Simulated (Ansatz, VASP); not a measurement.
**Mg: VASP beside Ansatz**

```
CELL_PARAMETERS angstrom
3.24185 0.00000 0.00000
-1.62092 2.80752 0.00000
0.00000 0.00000 5.18881
ATOMIC_POSITIONS crystal
Mg 0.33333 0.66667 0.25000
Mg 0.66667 0.33333 0.75000
```

Alike in both runs: functional PBE; k mesh 15 × 15 × 8; occupations gaussian, width 0.1 eV; no spin polarisation.

Ansatz relaxed the structure, and its values are those at the end. VASP's run is a single point on that final structure, the one shown.

|  | VASP | Ansatz |
| --- | --- | --- |
| version | VASP 6.6.1 | Ansatz 0.2.0 |
| potentials or method | VASP PAW PBE potentials, release 64 (Mg) | scalar-relativistic, plane waves, PAW |
| plane-wave cutoff (eV) | 520 | 420 |
| valence electrons in the cell | 4 | 20 |

|  | VASP | Ansatz | Ansatz less VASP |
| --- | --- | --- | --- |
| gap on the k mesh at the Fermi level (eV) | none | none | - |
| pressure (GPa) | -1.1 | -1.0 | +0.13 |

A gap of «none» marks a metal or a gap that the smearing closes. With one functional, cell and mesh, what is left measures potentials, basis and numerics. The two sets of potentials don't hold the same shells in valence.
